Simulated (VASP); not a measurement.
A run of VASP 6.6.1 is set up as follows.

INCAR

```
SYSTEM = In15PbO24
PREC = Accurate
ENCUT = 520
EDIFF = 1E-7
ISMEAR = -1
SIGMA = 0.01
LREAL = Auto
LASPH = .True.
NELM = 100
ALGO = Fast
ISIF = 2
LWAVE = .False.
LCHARG = .True.
GGA = PE
LELF = .True.
LVHAR = .True.
NELECT = 354.0
NBANDS = 202
```

Contents of KPOINTS:

```
regular mesh
0
Gamma
  3 3 3
  0 0 0
```

POSCAR

```
In15PbO24
1.0
   -5.4870000000     -3.1679209270      4.8366666667
    5.4870000000     -3.1679209270      4.8366666667
    0.0000000000      6.3358418540      4.8366666667
Pb In O
1 15 24
Direct
    0.3573100000      0.3573100000      0.3573100000
    0.8573100000      0.8573100000      0.3573100000
    0.8573100000      0.3573100000      0.8573100000
    0.3573100000      0.8573100000      0.8573100000
    0.1426900000      0.1426900000      0.1426900000
    0.6426900000      0.6426900000      0.1426900000
    0.6426900000      0.1426900000      0.6426900000
    0.1426900000      0.6426900000      0.6426900000
    0.6426900000      0.6426900000      0.6426900000
    0.1426900000      0.1426900000      0.6426900000
    0.1426900000      0.6426900000      0.1426900000
    0.6426900000      0.1426900000      0.1426900000
    0.8573100000      0.8573100000      0.8573100000
    0.3573100000      0.3573100000      0.8573100000
    0.3573100000      0.8573100000      0.3573100000
    0.8573100000      0.3573100000      0.3573100000
    0.6010000000      0.3990000000      0.7500000000
    0.1010000000      0.8990000000      0.7500000000
    0.1010000000      0.3990000000      0.2500000000
    0.6010000000      0.8990000000      0.2500000000
    0.7500000000      0.6010000000      0.3990000000
    0.2500000000      0.1010000000      0.3990000000
    0.2500000000      0.6010000000      0.8990000000
    0.7500000000      0.1010000000      0.8990000000
    0.3990000000      0.7500000000      0.6010000000
    0.8990000000      0.2500000000      0.6010000000
    0.8990000000      0.7500000000      0.1010000000
    0.3990000000      0.2500000000      0.1010000000
    0.3990000000      0.6010000000      0.2500000000
    0.8990000000      0.1010000000      0.2500000000
    0.8990000000      0.6010000000      0.7500000000
    0.3990000000      0.1010000000      0.7500000000
    0.2500000000      0.3990000000      0.6010000000
    0.7500000000      0.8990000000      0.6010000000
    0.7500000000      0.3990000000      0.1010000000
    0.2500000000      0.8990000000      0.1010000000
    0.6010000000      0.2500000000      0.3990000000
    0.1010000000      0.7500000000      0.3990000000
    0.1010000000      0.2500000000      0.8990000000
    0.6010000000      0.7500000000      0.8990000000
```

Potentials or basis: VASP PAW PBE potentials, release 64 (Pb_d, In_d, O).

Launch:

```bash
$ cat potpaw_PBE.64/Pb_d/POTCAR potpaw_PBE.64/In_d/POTCAR potpaw_PBE.64/O/POTCAR > POTCAR
$ mpirun -np 1 vasp_std > vasp.out
```

(1) Predict the largest force.

(2) What does it give for the band gap on the k mesh?

## Answers

(1) 1.819 eV/Å.

(2) 0.54 eV, indirect (least direct gap 0.84 eV).

Caveat: the cell carries a net charge on a neutralising background, which shifts energy and pressure; the cell is charged against a uniform background, so pressure and absolute levels hang on convention; spin-orbit coupling is left out, which as a rule narrows the gap of such compounds by several tenths of an eV.
